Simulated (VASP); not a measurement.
# SiB2 (C2/m) in VASP: single point with r2SCAN

Aim: the single point of SiB2 with r2SCAN.

Everything below comes from runs of VASP 6.6.1. Logs are shortened: lines on timing, memory, paths and dates and some standing lists are left out, and cuts for length are marked.

### 1 Starting point

The structure is monoclinic, space group C2/m (No. 12). The conventional cell has a = 10.147 Å, b = 4.806 Å, c = 5.714 Å, α = 90.00°, β = 121.71°, γ = 90.00°. Si (site symmetry 1) has 4 B at 2.13 to 2.20 Å and 3 Si at 2.38 to 2.43 Å as nearest neighbours. B (site symmetry m) has 5 B at 1.77 to 1.96 Å as nearest neighbours. B (site symmetry 1) is surrounded by 4 B at 1.77 to 1.88 Å. Around B (site symmetry m) lie 4 B at 1.77 to 1.96 Å.

The cell was built by a generator and needn't be a form met in nature.

### 2 Single point, r2SCAN

File INCAR:

```
  ALGO = Normal
  EDIFF = 1E-6
  ENCUT = 520
  ISIF = 2
  ISMEAR = 0
  KPAR = 4
  LASPH = True
  LCHARG = False
  LMIXTAU = True
  LREAL = False
  LWAVE = False
  METAGGA = R2SCAN
  NBANDS = 32
  NELM = 150
  PREC = Accurate
  SIGMA = 0.1
```

File KPOINTS:

```
k-points
0
Gamma
  8 8 6
```

File POSCAR:

```
SiB2
1.0
    5.0734430000     -2.4027500000      0.0000000000
    5.0734430000      2.4027500000      0.0000000000
   -3.0034420000      0.0000000000      4.8615170000
Si B
4 8
Direct
    0.6162610000      0.1216270000      0.7222300000
    0.3837390000      0.8783730000      0.2777700000
    0.8783730000      0.3837390000      0.2777700000
    0.1216270000      0.6162610000      0.7222300000
    0.2094270000      0.2094270000      0.0516590000
    0.7996320000      0.4280910000      0.8935100000
    0.4280910000      0.7996320000      0.8935100000
    0.7905730000      0.7905730000      0.9483410000
    0.2003680000      0.5719090000      0.1064900000
    0.5719090000      0.2003680000      0.1064900000
    0.0285380000      0.0285380000      0.6755940000
    0.9714620000      0.9714620000      0.3244060000
```

Potentials or basis: VASP PAW PBE potentials, release 64 (Si, B).

Run with:

```bash
$ cat potpaw_PBE.64/Si/POTCAR potpaw_PBE.64/B/POTCAR > POTCAR
$ mpirun -np 4 vasp_std > vasp.out
```

OUTCAR:

```text
EDIFF = 1E-6
   ENCUT = 520
   ISIF = 2
   ISMEAR = 0
   LASPH = True
   LREAL = False
   METAGGA = R2SCAN
   NELM = 150
   PREC = Accurate

 ion  position               nearest neighbor table
   1  0.616  0.122  0.722-  10 2.13  11 2.15   6 2.16   8 2.20   4 2.38   2 2.42   4 2.43   3 2.88

   2  0.384  0.878  0.278-   7 2.13  12 2.15   9 2.16   5 2.20   3 2.38   1 2.42   3 2.43   4 2.88

   3  0.878  0.384  0.278-   6 2.13  12 2.15  10 2.16   5 2.20   2 2.38   4 2.42   2 2.43   1 2.88

   4  0.122  0.616  0.722-   9 2.13  11 2.15   7 2.16   8 2.20   1 2.38   3 2.42   1 2.43   2 2.88

   5  0.209  0.209  0.052-   6 1.77   7 1.77   9 1.88  10 1.88  11 1.96   3 2.20   2 2.20
   6  0.800  0.428  0.894-   5 1.77   7 1.79  11 1.86   8 1.88   3 2.13   1 2.16
   7  0.428  0.800  0.894-   5 1.77   6 1.79  11 1.86   8 1.88   2 2.13   4 2.16
   8  0.791  0.791  0.948-   9 1.77  10 1.77   6 1.88   7 1.88  12 1.96   4 2.20   1 2.20
   9  0.200  0.572  0.106-   8 1.77  10 1.79  12 1.86   5 1.88   4 2.13   2 2.16
  10  0.572  0.200  0.106-   8 1.77   9 1.79  12 1.86   5 1.88   1 2.13   3 2.16
  11  0.029  0.029  0.676-  12 1.77   7 1.86   6 1.86   5 1.96   1 2.15   4 2.15
  12  0.971  0.971  0.324-  11 1.77  10 1.86   9 1.86   8 1.96   2 2.15   3 2.15

  LATTYP: Found a base centered monoclinic cell.
 ALAT       =    10.1468860000
 B/A-ratio  =     0.4735935734
 C/A-ratio  =     0.5631734062
 COS(beta)  =    -0.5255866552

  Lattice vectors:

 A1 = (   5.0734430000,  -2.4027500000,   0.0000000000)
 A2 = (   5.0734430000,   2.4027500000,   0.0000000000)
 A3 = (  -3.0034420000,   0.0000000000,   4.8615170000)

Analysis of symmetry for initial positions (statically):
=====================================================================
 Subroutine PRICEL returns:
 Original cell was already a primitive cell.

 Routine SETGRP: Setting up the symmetry group for a
 base centered monoclinic supercell.

 Subroutine GETGRP returns: Found  4 space group operations
 (whereof  4 operations were pure point group operations)
 out of a pool of  4 trial point group operations.

The static configuration has the point symmetry C_2h.

Analysis of symmetry for dynamics (positions and initial velocities):
=====================================================================
 Subroutine PRICEL returns:
 Original cell was already a primitive cell.

 Routine SETGRP: Setting up the symmetry group for a
 base centered monoclinic supercell.

 Subroutine GETGRP returns: Found  4 space group operations
 (whereof  4 operations were pure point group operations)
 out of a pool of  4 trial point group operations.

The dynamic configuration has the point symmetry C_2h.

 Subroutine INISYM returns: Found  4 space group operations
 (whereof  4 operations are pure point group operations),
 and found     1 'primitive' translations

----------------------------------------------------------------------------------------

                                     Primitive cell

  volume of cell :     118.5259

  direct lattice vectors                    reciprocal lattice vectors
     5.073443000 -2.402750000  0.000000000     0.098552403 -0.208094891  0.060885610
     5.073443000  2.402750000  0.000000000     0.098552403  0.208094891  0.060885610
    -3.003442000  0.000000000  4.861517000     0.000000000  0.000000000  0.205697111

  length of vectors
     5.613646893  5.613646893  5.714456351     0.238166155  0.238166155  0.205697111

  position of ions in fractional coordinates (direct lattice)
     0.616261000  0.121627000  0.722230000
     0.383739000  0.878373000  0.277770000
     0.878373000  0.383739000  0.277770000
     0.121627000  0.616261000  0.722230000
     0.209427000  0.209427000  0.051659000
     0.799632000  0.428091000  0.893510000
     0.428091000  0.799632000  0.893510000
     0.790573000  0.790573000  0.948341000
     0.200368000  0.571909000  0.106490000
     0.571909000  0.200368000  0.106490000
     0.028538000  0.028538000  0.675594000
     0.971462000  0.971462000  0.324406000

  ion indices of the primitive-cell ions
   primitive index   ion index
                 1           1
                 2           2
                 3           3
                 4           4
                 5           5
                 6           6
                 7           7
                 8           8
                 9           9
                10          10
                11          11
                12          12

----------------------------------------------------------------------------------------

 KPOINTS: k-points

Automatic generation of k-mesh.
 Grid dimensions read from file:
 generate k-points for:    8    8    6

 Generating k-lattice:

  Cartesian coordinates                     Fractional coordinates (reciprocal lattice)
     0.012319050 -0.026011861  0.007610701     0.125000000  0.000000000  0.000000000
     0.012319050  0.026011861  0.007610701     0.000000000  0.125000000  0.000000000
     0.000000000  0.000000000  0.034282852     0.000000000  0.000000000  0.166666667

  Length of vectors
     0.029770769  0.029770769  0.034282852

  Shift w.r.t. Gamma in fractional coordinates (k-lattice)
     0.000000000  0.000000000  0.000000000

 Subroutine IBZKPT returns following result:
 ===========================================

 Found    114 irreducible k-points:

 Following reciprocal coordinates:
            Coordinates               Weight
  0.000000  0.000000  0.000000      1.000000
  0.125000  0.000000 -0.000000      4.000000
  0.250000  0.000000 -0.000000      4.000000
  0.375000 -0.000000  0.000000      4.000000
  0.500000  0.000000 -0.000000      2.000000
  0.125000  0.125000 -0.000000      2.000000
[... 16 lines left out ...]
  0.125000  0.000000  0.166667      4.000000
  0.250000  0.000000  0.166667      4.000000
 [... further k-points ...]
   k-points           NKPTS =    114   k-points in BZ     NKDIM =    114   number of bands    NBANDS=     32
   number of dos      NEDOS =    301   number of ions     NIONS =     12
   total plane-waves  NPLWV =  84672
   dimension x,y,z NGX =    42 NGY =   42 NGZ =   48
   dimension x,y,z NGXF=    84 NGYF=   84 NGZF=   96
   ions per type =               4   8
   NGX,Y,Z   is equivalent  to a cutoff of  12.44, 12.44, 13.96 a.u.
   NGXF,Y,Z  is equivalent  to a cutoff of  24.88, 24.88, 27.93 a.u.
 SYSTEM =  unknown system
   PREC   = accura    normal or accurate (medium, high low for compatibility)
   ISTART =      0    job   : 0-new  1-cont  2-samecut
   ICHARG =      2    charge: 1-file 2-atom 10-const
   ISPIN  =      1    spin polarized calculation?
   LNONCOLLINEAR =      F non collinear calculations
   LSORBIT =      F    spin-orbit coupling
   LASPH  =      T    aspherical Exc in radial PAW
   ENCUT  =  520.0 eV  38.22 Ry    6.18 a.u.  10.44 10.44 10.63*2*pi/ulx,y,z
   NELM   =    150;   NELMIN=  2; NELMDL= -5     # of ELM steps
   EDIFF  = 0.1E-05   stopping-criterion for ELM
   LREAL  =      F    real-space projection
   EDIFFG = 0.1E-04   stopping-criterion for IOM
   NSW    =      0    number of steps for IOM
   IBRION =     -1    ionic relax: 0-MD 1-quasi-New 2-CG
   NFREE  =      0    steps in history (QN), initial steepest desc. (CG)
   ISIF   =      2    stress and relaxation
   ISYM   =      2    0-nonsym 1-usesym 2-fastsym
   POTIM  = 0.5000    time-step for ionic-motion
   TEBEG  =    0.0;   TEEND  =   0.0 temperature during run
   PSTRESS=    0.0 pullay stress
   NELECT =      40.0000    total number of electrons
   NUPDOWN=      -1.0000    fix difference up-down
   EMIN   =  10.00;   EMAX   =-10.00  energy-range for DOS
   EFERMI =   0.00;   METHOD = LEGACY
   ISMEAR =     0;   SIGMA  =   0.10  broadening in eV -4-tet -1-fermi 0-gaus
   EFERMI_NEDOS =   21; number of points for ismear=-14 and -15
   IALGO  =     38    algorithm
   IMIX   =      4    mixing-type and parameters
     AMIX     =   0.40;   BMIX     =  1.00
     AMIX_MAG =   1.60;   BMIX_MAG =  1.00
  volume/ion in A,a.u.               =       9.88        66.65
  Fermi-wavevector in a.u.,A,eV,Ry     =   1.139787  2.153885 17.675530  1.299115
  Thomas-Fermi vector in A             =   2.276490
   LORBIT       =      0    0 simple, 1 ext, 2 COOP (PROOUT), +10 PAW based schemes
   METAGGA = R2SCAN    functional components
   LHFCALC =     F    Hartree Fock is set to
   AEXX    =    0.0000 exact exchange contribution
   IVDW    =     0    specifies the selected vdW correction
   LEPSILON=     F    determine dielectric tensor
   LRPA    =     F    only Hartree local field effects (RPA)
 non-spin polarized calculation
 Gauss-broadening in eV      SIGMA  =   0.10
  energy-cutoff  :      520.00
  volume of cell :      118.53
 maximum number of plane-waves:      3212
 NGX is ok and might be reduce to    42
   NGX = 21   NGY = 21   NGZ = 21

 number of electron      40.0000000 magnetization

 Free energy of the ion-electron system (eV)
  ---------------------------------------------------
  ext. energy  EPLUGINS =         0.00000000
  ---------------------------------------------------
  free energy    TOTEN  =       -88.01141432 eV

  energy without entropy =      -88.00260142  energy(sigma->0) =      -88.00700787

 E-fermi :   8.4213     XC(G=0): -11.8563

 val. band max:        8.4203458923   @ k =  -0.1250  -0.3750   0.3333
 cond. band min:       8.4232622059   @ k =   0.2500   0.1250   0.1667
 fundamental gap:      0.0029163137
 Fermi energy:         8.4213202853

 k-point     1 :       0.0000    0.0000    0.0000
  band No.  band energies     occupation
      1      -8.4801      2.00000
      2      -3.9527      2.00000
      3      -3.1469      2.00000
      4      -2.6695      2.00000
      5      -1.7759      2.00000
      6      -1.4507      2.00000
[... 24 lines left out ...]
     31      14.5507      0.00000
     32      14.8016      0.00000
[... 774 lines left out ...]
      2      -4.8310      2.00000
      3      -4.2125      2.00000
      4      -3.5667      2.00000
      5      -3.0107      2.00000
      6      -1.7198      2.00000
[... 24 lines left out ...]
     31      14.0764      0.00000
     32      14.3389      0.00000

 [... further k-points ...]

------------------------ aborting loop because EDIFF is reached ----------------------------------------

  FORCE on cell =-STRESS in cart. coord.  units (eV):
  Direction    XX          YY          ZZ          XY          YZ          ZX
  --------------------------------------------------------------------------------------
  -------------------------------------------------------------------------------------
  Total       -0.8323971     -1.5019710     -0.8617061      0.0000000      0.0000000     -0.0583832
  in kB      -11.2519549    -20.3029413    -11.6481396      0.0000000      0.0000000     -0.7891965
  external PRESSURE =     -14.4010119 kB  Pullay stress =       0.0000000 kB

 VOLUME and BASIS-vectors are now :
 -----------------------------------------------------------------------------
  energy-cutoff  :      520.00
  volume of cell :      118.53
      direct lattice vectors                 reciprocal lattice vectors
     5.073443000 -2.402750000  0.000000000     0.098552403 -0.208094891  0.060885610
     5.073443000  2.402750000  0.000000000     0.098552403  0.208094891  0.060885610
    -3.003442000  0.000000000  4.861517000     0.000000000  0.000000000  0.205697111

 POSITION                                       TOTAL-FORCE (eV/Angst)
 -----------------------------------------------------------------------------------
      1.57446     -1.18848      3.51113         0.016488     -0.032963      0.052486
      5.56899      1.18848      1.35038        -0.016488      0.032963     -0.052486
      5.56899     -1.18848      1.35038        -0.016488     -0.032963     -0.052486
      1.57446      1.18848      3.51113         0.016488      0.032963      0.052486
      1.96988      0.00000      0.25114        -0.110879     -0.000000      0.040244
      3.54518     -0.89272      4.34381        -0.107744     -0.046929      0.054074
      3.54518      0.89272      4.34381        -0.107744      0.046929      0.054074
      5.17357      0.00000      4.61038         0.110879     -0.000000     -0.040244
      3.59827      0.89272      0.51770         0.107744      0.046929     -0.054074
      3.59827     -0.89272      0.51770         0.107744     -0.046929     -0.054074
     -1.73954      0.00000      3.28441        -0.130252     -0.000000     -0.022753
      8.88298      0.00000      1.57711         0.130252     -0.000000      0.022753
 -----------------------------------------------------------------------------------
    total drift:                                0.000000     -0.000000     -0.000000

  FREE ENERGIE OF THE ION-ELECTRON SYSTEM (eV)
  ---------------------------------------------------
  free  energy   TOTEN  =       -88.0114143168 eV

  energy  without entropy=      -88.0026014207  energy(sigma->0) =      -88.00700787
```

Wall time 9.2 min (4 MPI ranks of Intel Xeon Platinum 8488C (Sapphire Rapids), shared host); peak memory 0.51 GiB.

Results:

| Property | Result |
| --- | --- |
| Free energy | -88.0114 eV |
| Pressure | -1.4 GPa |
| Largest force | 0.132 eV/Å |
| Band gap on the k mesh | none (metal or under the smearing width) |

Forces in eV/Å, atoms in the order of the input:
```
Si   0.016 -0.033  0.052
Si  -0.016  0.033 -0.052
Si  -0.016 -0.033 -0.052
Si   0.016  0.033  0.052
B   -0.111  0.000  0.040
B   -0.108 -0.047  0.054
B   -0.108  0.047  0.054
B    0.111  0.000 -0.040
B    0.108  0.047 -0.054
B    0.108 -0.047 -0.054
B   -0.130  0.000 -0.023
B    0.130  0.000  0.023
```

Caveat: the PAW data sets were made with another functional, which shifts forces and pressure a little.
